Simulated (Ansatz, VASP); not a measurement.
# RbZn2 in VASP and in Ansatz

```
Rb Zn
1.0
     4.83808    0.00000    0.00000
     0.00000    4.83808    0.00000
     0.00000    0.00000    8.22200
Rb Zn
2 4
Direct
  0.00000 0.50000 0.67520
  0.50000 0.00000 0.32480
  0.00000 0.00000 0.00000
  0.50000 0.50000 0.00000
  0.00000 0.50000 0.12123
  0.50000 0.00000 0.87877
```

Alike in both runs: functional PBE; k mesh 4 × 4 × 4; occupations gaussian, width 0.1 eV; no spin polarisation.

Ansatz relaxed the structure, and its values are those at the end. VASP's run is a single point on that final structure, the one shown.

|  | VASP | Ansatz |
| --- | --- | --- |
| version | VASP 6.6.1 | Ansatz 0.2.0 |
| potentials or method | VASP PAW PBE potentials, release 64 (Rb_sv, Zn) | scalar-relativistic, plane waves, PAW |
| plane-wave cutoff (eV) | 520 | 420 |
| valence electrons in the cell | 66 | 66 |

|  | VASP | Ansatz | Ansatz less VASP |
| --- | --- | --- | --- |
| gap on the k mesh at the Fermi level (eV) | none | none | - |
| pressure (GPa) | 0.1 | 0.0 | -0.05 |
| rms of the force components (eV/Å) | 0.005 | 0.002 | -0.0034 |

A gap of «none» marks a metal or a gap that the smearing closes.
